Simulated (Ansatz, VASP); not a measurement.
# Cross-check of Sn between VASP and Ansatz

Aim: how closely do two programs agree when they are given the same cell, functional and k mesh? The cell is taken from a series of runs on this material, whose earlier steps may have relaxed, scaled, displaced or heated it; both programs get it as it stands.

Calculated with Ansatz 0.2.0; plane waves, with VASP 6.6.1 beside it; relaxation of cell and atoms at PBE with D3(BJ).

## 1. The starting structure

The structure is tetragonal, space group I4_1/amd (No. 141). The conventional cell has a = 5.850 Å, b = 5.850 Å, c = 3.179 Å, α = 90.00°, β = 90.00°, γ = 90.00°. Nearest to Sn lie 6 Sn at 3.03 to 3.18 Å.

Structure file:

```cif
data_structure
_symmetry_space_group_name_H-M 'I4_1/amd:1'
_symmetry_Int_Tables_number 141
_cell_length_a 5.8504
_cell_length_b 5.8504
_cell_length_c 3.1793
_cell_angle_alpha 90.000
_cell_angle_beta 90.000
_cell_angle_gamma 90.000
_cell_volume 108.82
loop_
_atom_site_label
_atom_site_type_symbol
_atom_site_symmetry_multiplicity
_atom_site_Wyckoff_symbol
_atom_site_fract_x
_atom_site_fract_y
_atom_site_fract_z
_atom_site_occupancy
Sn1 Sn 4 a 0.00000 0.50000 0.25000 1
```

## 2. Ansatz: relaxation of cell and atoms, PBE with D3(BJ)

Ansatz runs on its default PAW (the set named soft_2) files.

The relaxed volume is the usual yardstick between codes: in a stiff, nearly cubic crystal its relative difference is about their pressure difference at one cell divided by the bulk modulus.

Input file input.yaml:

```yaml
crystal:
  lattice:
    - [-2.9251831828, 2.9251831828, 1.5896649506]
    - [2.9251831828, -2.9251831828, 1.5896649506]
    - [2.9251831828, 2.9251831828, -1.5896649506]
  atoms:
    - { symbol: Sn, position: [0.75, 0.25, 0.5] }
    - { symbol: Sn, position: [0.0, 0.0, 0.0] }
kpoints:
  mp_grid: { grid: [20, 20, 20] }
hamiltonian:
  xc: pbe
  dispersion: d3bj
scf:
  occupations: { method: methfessel_paxton, width: 0.2 }
output:
  forces: true
  stress: true
  eigenvalues: true
relax:
  adjacent_minimum: "off"
  f_tol: 0.001
  max_steps: 60
  cell: { stress_tol: 0.01 }
```

Command:

```bash
$ ansatz run input.yaml --threads 8 --pin off --max-ram 14336MiB --backend cpu --events-out ev --progress --plain --runs-dir out
```

Numbers of over 12 decimals in the logs are rounded to 6 here.

The log of the run:

```text
Engine: ansatz 0.2.0, x86_64-unknown-linux-gnu
Pseudopotentials: kind: paw
Pseudopotential: Sn, paw, valence charge 14, recommended cutoff 420 eV (normal), Sn.paw.azcp
Functional definition: PBE
  parameter kappa = 0.804
  parameter beta = 0.066725
  exchange = pbe_x(kappa = kappa, mu = beta*pi^2/3)
  correlation = pbe_c(beta = beta)
Crystal: 2 atoms, lattice volume = 54.409 Å³
Basis set: ecut = 420 eV, 1109 PW (Γ), exchange–correlation on 60×60×60 points (8 copies of the dense FFT grid, shifted against one another)
Bands: 18, of which v1, the nominal top of the filled ones, is band 14 counted from 1 (13 counted from 0)
Symmetry: 16 space group operations
Space group: I41/amd (ITA 141), of the structure as read, at distance tolerance 3.8e-5 Å
k-points: 641 of 8000
Non-local potential: Sn, projectors of the file, l = 0: 2, l = 1: 2, l = 2: 2, l = 3: 2
PAW form: soft (Blöchl's): semilocal exchange-correlation on the pseudo side does not see the compensation charge
PAW one-centre angular grid: Sn, 590 points (default); XC on 64 Gauss nodes
Initial density: superposition of atomic densities (neutral atoms: chi_scale 0, normalization atom), corrected by the library's trained network
Initial wavefunctions: pseudopotential atomic-orbital guess
Functional: x = pbe(κ = 0.804, μ = 0.219515), c = pbe(β = 0.066725)
SCF iter   1: F=—  HF=-12049.105066 eV  |F-HF|=—  |Δ(HF+E_count)|=         —  Δρ=1.05e-3  dr2=3.45e-4  ethr=1.77e-3  ⟨swp⟩=5.3  Hψ=55246  notcnv=0
preconditioner: auto → Kerker (q_TF=auto, 2.442 Å⁻¹)  [metal: Δε(μ)=0.004 eV  Ē_g=20.256 eV  σ=0.200 eV  W_gap=0.02  n_scr=16 (ndim 8)  ℏωp=26.6 eV  f_vac=0.000  D(μ)=0.89/eV (n_scr^D=4)]
SCF iter   2: F=—  HF=-12049.104077 eV  |F-HF|=—  |Δ(HF+E_count)|=   9.89e-4  S|Δr|=    0.00e0  Δρ=6.55e-4  dr2=1.79e-4  ethr=1.23e-6  ⟨swp⟩=2.0  Hψ=25525  notcnv=0
SCF iter   3: F=—  HF=-12049.104070 eV  |F-HF|=—  |Δ(HF+E_count)|=   6.14e-6  S|Δr|=    0.00e0  Δρ=3.57e-4  dr2=5.37e-5  ethr=6.40e-7  ⟨swp⟩=2.7  Hψ=21288  notcnv=0
SCF iter   4: F=—  HF=-12049.104100 eV  |F-HF|=—  |Δ(HF+E_count)|=   2.99e-5  S|Δr|=    0.00e0  Δρ=1.53e-4  dr2=7.26e-6  ethr=1.92e-7  ⟨swp⟩=2.0  Hψ=20512  notcnv=0
SCF iter   5: F=—  HF=-12049.104094 eV  |F-HF|=—  |Δ(HF+E_count)|=   5.91e-6  S|Δr|=    0.00e0  Δρ=5.29e-5  dr2=8.84e-7  ethr=2.59e-8  ⟨swp⟩=2.0  Hψ=18377  notcnv=0
SCF iter   6: F=-12049.104094 eV  HF=-12049.104094 eV  |F-HF|=8.32e-9  |Δ(HF+E_count)|=   5.87e-7  S|Δr|=    0.00e0  Δρ=5.70e-6  dr2=1.01e-8  ethr=3.57e-10  ⟨swp⟩=3.6  Hψ=53907  notcnv=0
SCF 1 converged in 6 iterations: F = -12049.104094 eV  dr2 = 1.01e-8
  greatest PAW one-centre occupation: 0.991 electrons in one spin orbital (limit 2), on the Sn atom at site 1 (counted from 0), in its partial waves of l = 2
relax step   1: F+E_penalty+E_count = -12049.10409379 eV  Δ(F+E_penalty+E_count) = +0.000e0 eV  max|allowed force component| = 1.388e-17 eV/Å  Δτ_max = 0.0000 Å  P = -0.000 GPa  Ω = 54.409 Å³  (6 SCF iters, dr2 threshold 1.00e-7 eV, accepted)
[...]
relax step   2: F+E_penalty+E_count = -12049.10427418 eV  Δ(F+E_penalty+E_count) = -1.804e-4 eV  max|allowed force component| = 3.469e-18 eV/Å  Δτ_max = 0.0000 Å  P = -0.005 GPa  Ω = 54.411 Å³  energy of the carried Pulay correction = -5.897e-7 eV  (3 SCF iters, dr2 threshold 1.22e-7 eV, accepted)
[...]
relax step   3: F+E_penalty+E_count = -12049.10430547 eV  Δ(F+E_penalty+E_count) = -3.130e-5 eV  max|allowed force component| = 3.469e-18 eV/Å  Δτ_max = 0.0000 Å  P = +0.010 GPa  Ω = 54.396 Å³  energy of the carried Pulay correction = +2.543e-6 eV  (3 SCF iters, dr2 threshold 1.89e-8 eV, accepted)
[...]
relax step   4: F+E_penalty+E_count = -12049.10430074 eV  Δ(F+E_penalty+E_count) = +4.740e-6 eV  max|allowed force component| = 8.674e-19 eV/Å  Δτ_max = 0.0000 Å  P = -0.012 GPa  Ω = 54.418 Å³  energy of the carried Pulay correction = -2.099e-6 eV  (4 SCF iters, dr2 threshold 4.74e-10 eV, rejected (line search))
[...]
relax step   5: F+E_penalty+E_count = -12049.10430417 eV  Δ(F+E_penalty+E_count) = +1.304e-6 eV  max|allowed force component| = 1.388e-17 eV/Å  Δτ_max = 0.0000 Å  P = +0.002 GPa  Ω = 54.404 Å³  energy of the carried Pulay correction = +8.786e-7 eV  (6 SCF iters, accepted)
[...]
relax step   6: F+E_penalty+E_count = -12049.10430444 eV  Δ(F+E_penalty+E_count) = -2.701e-7 eV  max|allowed force component| = 1.388e-17 eV/Å  Δτ_max = 0.0000 Å  P = +0.002 GPa  Ω = 54.404 Å³  stress off target by 2.90e-3 GPa  SCF on the basis re-selected at this cell (its energy is not comparable with the rows above)  (5 SCF iters)
basis re-selected at this cell: Δ(F+E_penalty+E_count) = -2.701e-7 eV, ΔP = -0.000 GPa vs the last step (what re-selecting the basis moved, of the pressure what is left beyond the Pulay correction that the steps carried, after the strain that the cell walked since its last selection, with what the two solves' SCF thresholds leave and, on support functions, any second-order correction that the steps lacked; it is no m [...]
SCF converged after 5 iterations
Stability not checked: this state was not tested for a lower state beside it, because cold or Methfessel-Paxton smearing, or corrected tetrahedra, fill the levels in a way that the test cannot read (fill_not_monotonic; see scf.lower_state_search)
Free energy (F): -12049.104304 eV
Harris-Foulkes:  -12049.104304 eV  (|F-HF|=3.64e-12)
Internal energy: -12049.104970 eV  (E = F + TS)
E sigma→0 (E₀):  -12049.104471 eV
Entropy (-TS):   0.000666 eV (0.333 meV/atom)
Fermi energy:    10.696933 eV
Step filling:    the computed levels leave a gap of 0.0153 eV = 0.1 smearing widths at the electron count; against every level under it full and every level over it empty, smearing changes F+E_penalty+E_count by +0.319 meV and its σ→0 estimate by +0.153 meV
--- Per-component energies (eV) ---
  E_band       = -164.905522
  E_kinetic    = 373.481306
  E_local      = -1703.014745  (includes V_loc(G=0)·N_el)
  E_nonlocal   = -64.721149
  E_hartree    = 1065.984253
  E_xc         = -765.342026
  E_vxc        = -192.391764  (∫ρ·V_xc dr)
  E_paw        = -8272.430873  (= ΣΔE_a)
  E_vpaw       = -710.227688  (= ΣTr[D̂ρ^β])
  E_aug_tail   = -0.000001  (compensation charges beyond the density's cutoff)
  E_ewald      = -2682.284131
  E_disp       = -0.777605  (pairwise vdW)
  E_smearing   = 0.000666  (= −TS)
  E_closure    = 0.000000  (closes the sum)
  Σ components = -12049.104304   (vs F -12049.104304, Δ=0.00e0)
--- Forces (eV/Å), atoms counted from 1 ---
  atom   1  Sn     0.00000000    -0.00000000     0.00000000
  atom   2  Sn    -0.00000000     0.00000000    -0.00000000
  max |Σ_I F_I| component: 1.73e-17 eV/Å
--- Stress (GPa, compression-positive) ---
        0.001493       0.000000       0.000000
        0.000000       0.001493      -0.000000
        0.000000      -0.000000       0.002896
  P = ⅓ Tr σ = 0.0020 GPa (0.020 kbar)
--- Band table (eV; the first three rows and the last of 641) ---
  k-point 0: bands = [... 10 lower, -0.4086, 6.9890, 8.7060, 8.7060, 13.6556, 16.8587, 16.8587, 17.6607]
  k-point 1: bands = [... 10 lower, -0.3863, 6.7710, 8.7327, 8.8806, 13.7604, 16.6097, 16.7209, 17.7204]
  k-point 2: bands = [... 10 lower, -0.3192, 6.2806, 8.8126, 9.2449, 14.0709, 16.0798, 16.3576, 17.6410]
  k-point 640: bands = [... 10 lower, 3.1298, 3.1298, 5.9065, 5.9065, 15.8882, 15.8882, 19.9743, 19.9743]
--- Relaxed structure (5 steps of the walk, 4 accepted, 1 SCFs on fresh bases) ---
  F+E_penalty+E_count = -12049.10430444 eV   max|allowed force component| = 1.388e-17 eV/Å   (the final SCF, on the basis selected at the relaxed cell)
  cell:  # Å, volume = 54.4037 Å³
    - [-2.930532, 2.930532, 1.583709]
    - [2.930532, -2.930532, 1.583709]
    - [2.930532, 2.930532, -1.583709]
  atoms:
    - { symbol: Sn, position: [0.750000, 0.25, 0.500000] }
    - { symbol: Sn, position: [0, 0, 0] }
```

## 3. VASP: relaxation of cell and atoms, PBE with D3(BJ)

The same cell, functional, mesh and smearing now go to VASP, with its own data sets.

Lines of VASP's logs that name or quote its potential files are left out, and so is its time.

Input file INCAR:

```
SYSTEM = Sn
PREC = Accurate
ENCUT = 500
EDIFF = 1E-07
NELM = 120
ISMEAR = 1
SIGMA = 0.2
LREAL = .FALSE.
ALGO = Normal
GGA = PE
IVDW = 12
NBANDS = 20
LORBIT = 11
LWAVE = .FALSE.
LCHARG = .FALSE.
ISIF = 3
IBRION = 2
NSW = 80
EDIFFG = -0.005
LASPH = .TRUE.
GGA_COMPAT = .FALSE.
NELMIN = 4
KPAR = 2
```

Input file POSCAR:

```
Sn
1.0
   -2.9251830000      2.9251830000      1.5896650000
    2.9251830000     -2.9251830000      1.5896650000
    2.9251830000      2.9251830000     -1.5896650000
Sn
2
Direct
    0.7499998427      0.2499998427      0.5000000000
    0.0000000000      0.0000000000      0.0000000000
```

Input file KPOINTS:

```
Automatic mesh
0
Gamma
20 20 20
0 0 0
```

The projector-augmented-wave data sets are Sn_d (PBE family, release 64).

Command:

```bash
$ mpirun -np 2 vasp_std
```

The log of the run:

```text
[banner, memory and clock lines left out]
running    2 mpi-ranks, on    1 nodes
 distrk:  each k-point on    1 cores,    2 groups
 distr:  one band on    1 cores,    1 groups

 POSCAR found type information on POSCAR Sn
 POSCAR found :  1 types and       2 ions
 LDA part: xc-table for (Slater+PW92), standard interpolation
 POSCAR, INCAR and KPOINTS ok, starting setup
 FFT: planning ... GRIDC
 FFT: planning ... GRID_SOFT
 FFT: planning ... GRID
 WAVECAR not read
 entering main loop
       N       E                     dE             d eps       ncg     rms          rms(c)
DAV:   1     0.214207315580E+03    0.21421E+03   -0.14307E+04 25856   0.213E+03
DAV:   2     0.135688390838E+02   -0.20064E+03   -0.19717E+03 25780   0.449E+02
DAV:   3    -0.695247123751E+01   -0.20521E+02   -0.20330E+02 29144   0.136E+02
DAV:   4    -0.758851295953E+01   -0.63604E+00   -0.63539E+00 29012   0.264E+01
DAV:   5    -0.761469767584E+01   -0.26185E-01   -0.26184E-01 35636   0.501E+00    0.238E+00
DAV:   6    -0.759889541723E+01    0.15802E-01   -0.33337E-02 34808   0.262E+00    0.133E+00
DAV:   7    -0.759497130418E+01    0.39241E-02   -0.19147E-02 34724   0.201E+00    0.168E-01
DAV:   8    -0.759491753788E+01    0.53766E-04   -0.19876E-03 31408   0.606E-01    0.388E-02
DAV:   9    -0.759492270423E+01   -0.51664E-05   -0.60058E-05 34852   0.730E-02    0.148E-02
DAV:  10    -0.759492148466E+01    0.12196E-05   -0.83034E-06 33192   0.388E-02    0.127E-03
DAV:  11    -0.759492170017E+01   -0.21551E-06   -0.42238E-07 29232   0.841E-03    0.111E-03
DAV:  12    -0.759492135507E+01    0.34510E-06   -0.42093E-08 17700   0.243E-03    0.280E-04
DAV:  13    -0.759492138601E+01   -0.30942E-07   -0.79669E-09 16136   0.114E-03
   1 F= -.83722157E+01 E0= -.83724649E+01  d E =-.837222E+01
[...]
2 F= -.83723791E+01 E0= -.83726127E+01  d E =-.163355E-03
[...]
3 F= -.83724216E+01 E0= -.83726443E+01  d E =-.205879E-03
[...]
4 F= -.83724339E+01 E0= -.83726538E+01  d E =-.122454E-04
 trial-energy change:   -0.000012  1 .order   -0.000014   -0.000049    0.000020
 step:   0.7794(harm=  0.8267)  dis= 0.00000  next Energy=    -8.372437 (dE=-0.157E-04)
 bond charge predicted
       N       E                     dE             d eps       ncg     rms          rms(c)
DAV:   1    -0.759450991104E+01    0.32774E-03   -0.25532E-03 29644   0.759E-01    0.575E-02
DAV:   2    -0.759441865090E+01    0.91260E-04   -0.17351E-04 33520   0.212E-01    0.274E-02
DAV:   3    -0.759439412238E+01    0.24529E-04   -0.67867E-05 34668   0.128E-01    0.472E-03
DAV:   4    -0.759439518718E+01   -0.10648E-05   -0.56056E-06 30484   0.287E-02    0.135E-03
DAV:   5    -0.759439540031E+01   -0.21313E-06   -0.22589E-07 22576   0.582E-03    0.581E-04
DAV:   6    -0.759439552448E+01   -0.12417E-06   -0.51108E-08 14352   0.297E-03    0.625E-05
DAV:   7    -0.759439550930E+01    0.15178E-07   -0.11875E-08 13736   0.136E-03
   5 F= -.83724375E+01 E0= -.83726583E+01  d E =-.158333E-04
 curvature:  -0.50 expect dE=-0.288E-06 dE for cont linesearch -0.672E-07
 trial: gam=-0.08263 g(F)=  0.704E-42 g(S)=  0.580E-06 ort = 0.264E-05 (trialstep = 0.109E+01)
 search vector abs. value=  0.495E-06
 reached required accuracy - stopping structural energy minimisation
```

From OUTCAR (step 3):

```text
ion  position               nearest neighbor table
   1  0.750  0.250  0.500-   2 3.03   2 3.03   2 3.03   2 3.03
   2  0.000  0.000  0.000-   1 3.03   1 3.03   1 3.03   1 3.03

  LATTYP: Found a body centered tetragonal cell.
 ALAT       =     5.8503660000
 C/A-ratio  =     0.5434412138

 Subroutine GETGRP returns: Found 16 space group operations
 (whereof  8 operations were pure point group operations)

The static configuration has the point symmetry D_2d.
 The point group associated with its full space group is D_4h.

 Found    641 irreducible k-points:

   k-points           NKPTS =    641   k-points in BZ     NKDIM =    641   number of bands    NBANDS=     20

   dimension x,y,z NGX =    32 NGY =   32 NGZ =   32
   dimension x,y,z NGXF=    64 NGYF=   64 NGZF=   64

   ENCUT  =  500.0 eV  36.75 Ry    6.06 a.u.   8.08  8.08  8.08*2*pi/ulx,y,z

   NELECT =      28.0000    total number of electrons

 k-points in reciprocal lattice and weights: Automatic mesh
   0.00000000  0.00000000  0.00000000       0.000
   0.05000000  0.00000000  0.00000000       0.001
   0.10000000  0.00000000  0.00000000       0.001
   0.15000000  0.00000000 -0.00000000       0.001
   0.20000000  0.00000000  0.00000000       0.001
   0.25000000  0.00000000 -0.00000000       0.001
   0.30000000  0.00000000 -0.00000000       0.001
   0.35000000  0.00000000 -0.00000000       0.001
   0.40000000 -0.00000000  0.00000000       0.001
[...]
-0.45000000 -0.45000000  0.45000000       0.000
   0.50000000  0.50000000  0.50000000       0.000

 Edisp (eV)   -0.77760

 average (electrostatic) potential at core
       1 -99.0815       2 -99.0815

 E-fermi :   7.9463

 k-point     1 :       0.0000    0.0000    0.0000
  band No.  band energies     occupation
    ...
     10     -13.2090      2.00000
     11      -3.1657      2.00000
     12       4.2381      2.00000
     13       5.9529      2.00000
     14       5.9529      2.00000
     15      10.9049     -0.00000
     16      14.1094      0.00000
     17      14.1094      0.00000
     18      14.9185      0.00000
     19      15.0237      0.00000
    ...

 k-point     2 :       0.0500    0.0000    0.0000
  band No.  band energies     occupation
    ...
     10     -13.2106      2.00000
     11      -3.1158      2.00000
     12       4.1592      2.00000
     13       5.9575      2.00000
     14       6.1274      2.00000
     15      10.9894     -0.00000
     16      13.8741      0.00000
     17      14.1168      0.00000
     18      14.5038      0.00000
     19      14.5235      0.00000
    ...

 k-point     3 :       0.1000    0.0000    0.0000
  band No.  band energies     occupation
    ...
     10     -13.2155      2.00000
     11      -2.9660      2.00000
     12       3.9956      2.00000
     13       5.9747      2.00000
     14       6.5753      2.00000
     15      11.2377     -0.00000
     16      13.0417      0.00000
     17      13.4529      0.00000
     18      13.7987      0.00000
     19      14.1022      0.00000
    ...

 Edisp (eV)   -0.77804

  Total       0.00193     0.00193     0.00407     0.00000     0.00000     0.00000
  in kB       0.05691     0.05691     0.12000     0.00000     0.00000     0.00000
  external pressure =        0.08 kB  Pullay stress =        0.00 kB

  energy-cutoff  :      500.00
  volume of cell :       54.36
      direct lattice vectors                 reciprocal lattice vectors
    -2.929839718  2.929839718  1.583074165     0.000000000  0.170657800  0.315841172
     2.929839718 -2.929839718  1.583074165     0.170657800  0.000000000  0.315841172
     2.929839718  2.929839718 -1.583074165     0.170657800  0.170657800  0.000000000

 POSITION                                       TOTAL-FORCE (eV/Angst)
 -----------------------------------------------------------------------------------
      0.00000      2.92984      0.79154        -0.000000     -0.000000     -0.000000
     -0.00000      0.00000      0.00000         0.000000      0.000000      0.000000
 -----------------------------------------------------------------------------------
    total drift:                                0.000000      0.000000      0.000248

  FREE ENERGIE OF THE ION-ELECTRON SYSTEM (eV)
  ---------------------------------------------------
  free  energy   TOTEN  =        -8.3724374538 eV

  energy  without entropy=       -8.3730999407  energy(sigma->0) =       -8.37265828

 reached required accuracy - stopping structural energy minimisation

 total charge
# of ion       s       p       d       tot
------------------------------------------
    1        1.236   1.014   9.975  12.225
    2        1.236   1.014   9.975  12.225
--------------------------------------------------
tot          2.472   2.027  19.951  24.449

[... 3 further parts left out ...]
```

Dispersion corrections of this kind ignore metallic screening and tend to overbind metals. The run keeps the 16 symmetry operations of its start, so it cannot find a distortion of lower symmetry.

## 4. Differences

Known differences besides the potentials themselves: the cutoff is 420 eV in Ansatz and 500 eV in VASP; Ansatz adds a Pulay correction to the stress that steers its cell, VASP none. Total energies have different zeros and are not compared.

The two programs side by side:

```csv
quantity,Ansatz,VASP,difference
volume (Å³),54.40,54.36,+0.09 %
"edge a after relaxation, in the typed setting (Å)",4.437,4.436,+0.03 %
```

## 5. Outcome

- difference in volume (relaxation of cell and atoms, PBE with D3(BJ)): 0.087 %

What this shows: The difference in volume is 0.087 % (relaxation of cell and atoms, PBE with D3(BJ)), within the 1.2 % picked in this series as the mark of a large difference, as far as the stopping tolerances let one tell. Such differences can come from data sets, numerical settings and the points named under the comparisons, not from the functional's error against experiment.

[Lines on the potential files, build, host, timing and source positions are cut from VASP's logs without a mark.]

[Logs are printed without paths, hosts, clocks, repeated set-up lines and the standing remarks that a program may print on its own settings, such as how far it seeks lower states.]

[Hosts, paths, dates, database ids (printed as entryN), source tags and the programs' standing remarks are cut or masked in the printed files.]
